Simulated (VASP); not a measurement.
Given:

```
CELL_PARAMETERS angstrom
      4.01998     0.00000     0.00000
      0.00000     4.01998     0.00000
      0.00000     0.00000     4.01998
ATOMIC_POSITIONS crystal
  Na 0.00000 0.00000 0.00000
  Mg 0.50000 0.50000 0.50000
  F  0.50000 0.50000 0.00000
  F  0.00000 0.50000 0.50000
  F  0.50000 0.00000 0.50000
```

Method: PBEsol GGA, VASP's PBE PAW potentials (set 64) (plane waves; VASP). Settings: 400 eV cut-off, 8×8×8 Γ-centred mesh, Gaussian smearing of 0.010 eV, potentials Na_pv Mg F.

At this cut-off the stress carries a Pulay error, which pulls relaxed volumes low.

Predict the energy per atom (σ→0), pressure.

* **energy per atom (σ→0)**: -4.996 eV/atom
* **pressure**: -140.2 kbar

The structure comes from a computed database's NaMgF3 entry (Pm-3m); how it stands against other phases isn't given here. The cell was not relaxed at this level.
